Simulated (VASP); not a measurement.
Calculation: LDA (Ceperley-Alder, Perdew-Zunger), VASP's LDA PAW potentials (set 64) (plane waves; VASP).

The input files of a VASP run:

INCAR:
```
SYSTEM = Ni(BW)2
PREC = Accurate
ENCUT = 400
EDIFF = 1E-6
NELM = 100
ALGO = Normal
LREAL = .FALSE.
LASPH = .TRUE.
ISMEAR = -1
SIGMA = 0.1
LMAXMIX = 6
LWAVE = .FALSE.
LCHARG = .FALSE.
ISIF = 2
```

File POSCAR:
```
Ni(BW)2
1.0
 -1.5713460000   2.2384430000   3.4783760000
  1.5713460000  -2.2384430000   3.4783760000
  1.5713460000   2.2384430000  -3.4783760000
Ni B W
1 2 2
Cart
 -0.0633393859  -0.0168845755  -0.0198232648
  0.0548934012   0.9777205642   3.4818891598
  1.6105636535   1.3167148490  -0.0136978447
 -0.0503914949   2.2157608571   1.4417833736
  1.5909658262  -0.0164256947   2.0666005761
```

File KPOINTS:
```
Automatic mesh
0
Gamma
8 8 8
0 0 0
```

POTCAR, in this order: Ni B W_sv (LDA.64 set). Program: vasp_std.

What VASP printed:

File OSZICAR:
```
       N       E                     dE             d eps       ncg     rms          rms(c)
DAV:   1     0.392420937434E+03    0.39242E+03   -0.21050E+04 14136   0.171E+03
DAV:   2    -0.317604306668E+02   -0.42418E+03   -0.41761E+03 13770   0.500E+02
DAV:   3    -0.575719055554E+02   -0.25811E+02   -0.25125E+02 16682   0.121E+02
DAV:   4    -0.584520023695E+02   -0.88010E+00   -0.86477E+00 18400   0.205E+01
DAV:   5    -0.584683741457E+02   -0.16372E-01   -0.16299E-01 17980   0.260E+00    0.458E+01
DAV:   6    -0.589231519937E+02   -0.45478E+00   -0.12655E+02 17452   0.145E+02    0.304E+01
DAV:   7    -0.527088399679E+02    0.62143E+01   -0.46927E+01 18230   0.127E+02    0.134E+01
DAV:   8    -0.521133425943E+02    0.59550E+00   -0.10963E+01 18438   0.380E+01    0.404E+00
DAV:   9    -0.520466541402E+02    0.66688E-01   -0.13554E+00 18892   0.175E+01    0.285E+00
DAV:  10    -0.520250145522E+02    0.21640E-01   -0.35948E-01 18388   0.884E+00    0.125E+00
DAV:  11    -0.520181336099E+02    0.68809E-02   -0.29213E-02 18654   0.278E+00    0.457E-01
DAV:  12    -0.520175674522E+02    0.56616E-03   -0.53399E-03 18732   0.106E+00    0.580E-02
DAV:  13    -0.520175638112E+02    0.36410E-05   -0.28515E-04 15268   0.187E-01    0.251E-02
DAV:  14    -0.520175583344E+02    0.54768E-05   -0.79920E-05 18802   0.121E-01    0.168E-02
DAV:  15    -0.520175563573E+02    0.19771E-05   -0.18572E-05 16500   0.650E-02    0.395E-03
DAV:  16    -0.520175562780E+02    0.79264E-07   -0.78804E-07  7800   0.146E-02
   1 F= -.52017556E+02 E0= -.51993667E+02  d E =-.477777E-01
```

### OUTCAR
```
------------------------ aborting loop because EDIFF is reached ----------------------------------------
  FORCE on cell =-STRESS in cart. coord.  units (eV):
  Direction    XX          YY          ZZ          XY          YZ          ZX
  --------------------------------------------------------------------------------------
  Total        3.5861725      2.5993350      2.5190767      0.3622161     -0.1161191      0.1708114
  in kB      117.4052122     85.0978244     82.4703040     11.8583426     -3.8015431      5.5920748
  external PRESSURE =      94.9911135 kB  Pullay stress =       0.0000000 kB
  volume of cell :       48.94
      direct lattice vectors                 reciprocal lattice vectors
    -1.571346000  2.238443000  3.478376000     0.000000000  0.223369547  0.143745242
     1.571346000 -2.238443000  3.478376000     0.318198538  0.000000000  0.143745242
     1.571346000  2.238443000 -3.478376000     0.318198538  0.223369547  0.000000000
 POSITION                                       TOTAL-FORCE (eV/Angst)
 -----------------------------------------------------------------------------------
      1.50801      2.22156      3.45855         1.459855      0.362130      0.390122
      0.05489      0.97772      3.48189        -1.432888     -1.260942      0.050661
      1.61056      1.31671     -0.01370        -1.033447      0.354726      0.214042
     -0.05039      2.21576      1.44178         1.158376      0.296670     -1.264690
      1.59097     -0.01643      2.06660        -0.151896      0.247417      0.609865
 -----------------------------------------------------------------------------------
    total drift:                               -0.000016     -0.000093     -0.000269
  FREE ENERGIE OF THE ION-ELECTRON SYSTEM (eV)
  ---------------------------------------------------
  free  energy   TOTEN  =       -52.0175562780 eV

  energy  without entropy=      -51.9697785927  energy(sigma->0) =      -51.99366744
```
(Selected blocks of OUTCAR.)

At this cut-off the stress carries a Pulay error, which pulls relaxed volumes low.

The structure comes from a computed database's NiW2B2 entry; how it stands against other phases isn't given here. The cell was not relaxed at this level, atoms are displaced from their ideal sites. The k-mesh is coarse (spacing up to 0.31 per Å, 2π included), so the numbers may not be converged in it. The run is not spin-polarised, so no magnetic state was tried.
